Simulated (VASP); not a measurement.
Level of theory: PBEsol GGA, VASP's PBE PAW potentials (set 64) (plane waves; VASP).

Input for VASP

KPOINTS:
```
Automatic mesh
0
Gamma
12 12 12
0 0 0
```

### INCAR
```
SYSTEM = Fe2O3
PREC = Accurate; ENCUT = 520; LREAL = .FALSE.
LASPH = .TRUE.; NBANDS = 120
EDIFF = 1E-7; NELM = 100; ALGO = Normal
LMAXMIX = 4
ISMEAR = 0; SIGMA = 0.01
GGA = PS
MAGMOM = 3.3 -3.3 3.3 -3.3 6*0.0
ISPIN = 2
LWAVE = .FALSE.; LCHARG = .FALSE.; LORBIT = 10
NEDOS = 1001
LOPTICS = .TRUE.; CSHIFT = 0.1
```

**POSCAR**
```
Fe2O3
1
    4.7664770656    -2.4598598857     0.0230214182
    4.7664770656     2.4598598857     0.0230214182
    3.4773913992     0.0000000000     4.0839318487
Fe O
4 6
Direct
  0.8547576877   0.8547576877   0.8547576877
  0.3547576877   0.3547576877   0.3547576877
  0.1452423123   0.1452423123   0.1452423123
  0.6452423123   0.6452423123   0.6452423123
  0.4407456256   0.0592543744   0.7500000000
  0.0592543744   0.7500000000   0.4407456256
  0.5592543744   0.9407456256   0.2500000000
  0.2500000000   0.5592543744   0.9407456256
  0.9407456256   0.2500000000   0.5592543744
  0.7500000000   0.4407456256   0.0592543744
```

POTCAR, in this order: Fe O (PBE.64 set). Program: vasp_std.

The resulting files:

File OSZICAR:
```
       N       E                     dE             d eps       ncg     rms          rms(c)
DAV:   1     0.690951276007E+03    0.69095E+03   -0.21049E+04 91968   0.672E+02
DAV:   2     0.611133086300E+00   -0.69034E+03   -0.58252E+03 90728   0.218E+02
DAV:   3    -0.958920036059E+02   -0.96503E+02   -0.85768E+02100160   0.844E+01
DAV:   4    -0.994556368989E+02   -0.35636E+01   -0.35218E+01103624   0.166E+01
DAV:   5    -0.994802385335E+02   -0.24602E-01   -0.24596E-01102672   0.141E+00    0.483E+01
DAV:   6    -0.896856705084E+02    0.97946E+01   -0.13353E+01136520   0.517E+01    0.575E+01
DAV:   7    -0.814709828158E+02    0.82147E+01   -0.34090E+01123464   0.519E+01    0.262E+01
DAV:   8    -0.800292364902E+02    0.14417E+01   -0.79140E-01142824   0.119E+01    0.134E+01
DAV:   9    -0.802146061683E+02   -0.18537E+00   -0.23811E-01147736   0.111E+01    0.751E+00
DAV:  10    -0.800159266826E+02    0.19868E+00   -0.41689E-01137944   0.657E+00    0.305E+00
DAV:  11    -0.799759226479E+02    0.40004E-01   -0.43865E-02137288   0.347E+00    0.849E-01
DAV:  12    -0.799782616959E+02   -0.23390E-02   -0.35718E-02102752   0.585E-01    0.307E-01
DAV:  13    -0.799779926633E+02    0.26903E-03   -0.46444E-04128808   0.160E-01    0.923E-02
DAV:  14    -0.799780894100E+02   -0.96747E-04   -0.50774E-04105624   0.170E-01    0.674E-02
DAV:  15    -0.799780729221E+02    0.16488E-04   -0.39219E-05119536   0.461E-02    0.284E-02
DAV:  16    -0.799780724140E+02    0.50816E-06   -0.55166E-06137576   0.439E-02    0.168E-02
DAV:  17    -0.799780724331E+02   -0.19151E-07   -0.64344E-06101488   0.113E-02    0.764E-03
DAV:  18    -0.799780723232E+02    0.10995E-06   -0.42954E-07106776   0.199E-03    0.352E-03
DAV:  19    -0.799780722836E+02    0.39518E-07   -0.21184E-08 54368   0.903E-04
   1 F= -.79978072E+02 E0= -.79978072E+02  d E =-.276939E-38  mag=     0.0000
 imaginary and real dielectric function
```

File OUTCAR:
```
------------------------ aborting loop because EDIFF is reached ----------------------------------------
  FORCE on cell =-STRESS in cart. coord.  units (eV):
  Direction    XX          YY          ZZ          XY          YZ          ZX
  --------------------------------------------------------------------------------------
  Total        0.0866583      0.1444318      0.1386102      0.0000000      0.0000000     -0.0183395
  in kB        1.4557741      2.4263131      2.3285157      0.0000000      0.0000000     -0.3080856
  external PRESSURE =       2.0702010 kB  Pullay stress =       0.0000000 kB
  volume of cell :       95.37
      direct lattice vectors                 reciprocal lattice vectors
     4.766477066 -2.459859886  0.023021418     0.105332461 -0.203263610 -0.089688616
     4.766477066  2.459859886  0.023021418     0.105332461  0.203263610 -0.089688616
     3.477391399  0.000000000  4.083931849    -0.001187533  0.000000000  0.245873231
 POSITION                                       TOTAL-FORCE (eV/Angst)
 -----------------------------------------------------------------------------------
     11.12069      0.00000      3.53013        -0.012246     -0.000000     -0.003887
      4.61552      0.00000      1.46514        -0.012246     -0.000000     -0.003887
      1.88965      0.00000      0.59985         0.012246     -0.000000      0.003887
      8.39483      0.00000      2.66483         0.012246     -0.000000      0.003887
      4.99128     -0.93842      3.07446         0.000000     -0.008328     -0.000000
      5.38994      1.69914      1.81861        -0.002182      0.004164      0.006874
      8.01906      0.93842      1.05552         0.000000      0.008328     -0.000000
      7.12863      0.76072      3.86057        -0.002182     -0.004164      0.006874
      7.62041     -1.69914      2.31137         0.002182     -0.004164     -0.006874
      5.88171     -0.76072      0.26940         0.002182      0.004164     -0.006874
 -----------------------------------------------------------------------------------
    total drift:                               -0.000000      0.000000      0.000000
  FREE ENERGIE OF THE ION-ELECTRON SYSTEM (eV)
  ---------------------------------------------------
  free  energy   TOTEN  =       -79.9780722836 eV

  energy  without entropy=      -79.9780722836  energy(sigma->0) =      -79.97807228

 total charge

# of ion       s       p       d       tot
------------------------------------------
    1        0.393   0.583   6.053   7.028
    2        0.393   0.583   6.053   7.028
    3        0.393   0.583   6.053   7.028
    4        0.393   0.583   6.053   7.028
    5        1.568   3.423   0.000   4.990
    6        1.568   3.423   0.000   4.990
    7        1.568   3.423   0.000   4.990
    8        1.568   3.423   0.000   4.990
    9        1.568   3.423   0.000   4.990
   10        1.568   3.423   0.000   4.990
--------------------------------------------------
tot         10.977  22.868  24.211  58.056

 magnetization (x)

# of ion       s       p       d       tot
------------------------------------------
    1        0.006   0.010   3.328   3.344
    2       -0.006  -0.010  -3.328  -3.344
    3        0.006   0.010   3.328   3.344
    4       -0.006  -0.010  -3.328  -3.344
    5        0.000   0.000   0.000   0.000
    6        0.000   0.000   0.000   0.000
    7        0.000   0.000   0.000   0.000
    8        0.000   0.000   0.000   0.000
    9        0.000   0.000   0.000   0.000
   10        0.000   0.000   0.000   0.000
--------------------------------------------------
tot          0.000   0.000  -0.000  -0.000

 plasma frequency squared (from intraband transitions) (eV^2)
  --------------------------------------------------------------------------------------
       0.000      -0.000      -0.000
      -0.000       0.000       0.000
      -0.000       0.000       0.000

 plasma frequency squared (from interband transitions, int dw w eps(2)(w)) (eV^2)
  --------------------------------------------------------------------------------------
     624.542       0.000      -0.000       0.000      -1.274       0.000
      -0.000       0.000     628.556       0.000      -0.000       0.000
      -1.274      -0.000      -0.000      -0.000     628.152       0.000
```
(Selected blocks of OUTCAR.)

The dielectric response may not be converged in the k-mesh; for small gaps it tends to come out too large.

The compound is Fe2O3 in the corundum structure. It was relaxed first, which changed the volume by -5 %.
